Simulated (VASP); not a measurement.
Input:

```xyz
2
Lattice="0.0000 3.3300 3.3300 3.3300 0.0000 3.3300 3.3300 3.3300 0.0000" Properties=species:S:1:pos:R:3 pbc="T T T"
Sr     0.0000     0.0000     0.0000
Te     3.3300     3.3300     3.3300
```

All values below come from PBE GGA, VASP's PBE PAW potentials (set 64) (plane waves; VASP). Settings: 480 eV cut-off, 6×6×6 Γ-centred mesh, Gaussian smearing of 0.050 eV, potentials Sr_sv Te.

Energy and stress use the plane-wave basis of the starting cell.

### Question
The ions, cell shape and volume are relaxed. Give the cell that the relaxation ends in.

### Answer

```xyz
2
Lattice="0.0000 3.3621 3.3621 3.3621 0.0000 3.3621 3.3621 3.3621 0.0000" Properties=species:S:1:pos:R:3 pbc="T T T"
Sr     0.0000     0.0000     0.0000
Te     3.3621     3.3621     3.3621
```
Space group Fm-3m (225), at a tolerance of 0.03 Å.

### Question
How do energy and volume change from the first to the last step?

### Answer
The energy (σ→0) changes by -3.3 meV/atom and the volume by +2.9 %, in 3 ionic steps.

The compound is SrTe in the rock salt structure. This run relaxes it. Symmetry was kept, so distortions that lower it aren't found.
